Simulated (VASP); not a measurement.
Input:

```
CELL_PARAMETERS angstrom
      5.20768     0.00000     0.00000
     -2.60384     4.50998     0.00000
      0.00000     0.00000     2.91404
ATOMIC_POSITIONS crystal
  Ta 0.00000 0.00000 0.00000
  Ta 0.33333 0.66667 0.50000
  Ta 0.66667 0.33333 0.50000
  N  0.39250 0.00000 0.00000
  N  0.60750 0.60750 0.00000
  N  0.00000 0.39250 0.00000
```

Method: r2SCAN meta-GGA, VASP's PBE PAW potentials (set 64) (plane waves; VASP). Run with 520 eV cut-off, 8×8×12 Γ-centred mesh, tetrahedra with Blöchl corrections, potentials Ta_pv N.

Unless said otherwise, spin-orbit coupling is left out, though it shifts the bands of the heavy elements here.

Question: Estimate the energy per atom (σ→0), band gap (over mesh and band path) with the smallest direct gap where there is one.

Answer: 
```json
{
 "band gap (over mesh and band path)": "none (metal, semimetal or under 0.01 eV)",
 "energy per atom (σ→0)": "-30.219 eV/atom"
}
```

The structure comes from a computed database's TaN entry (P-62m); how it stands against other phases isn't given here. It was relaxed first.
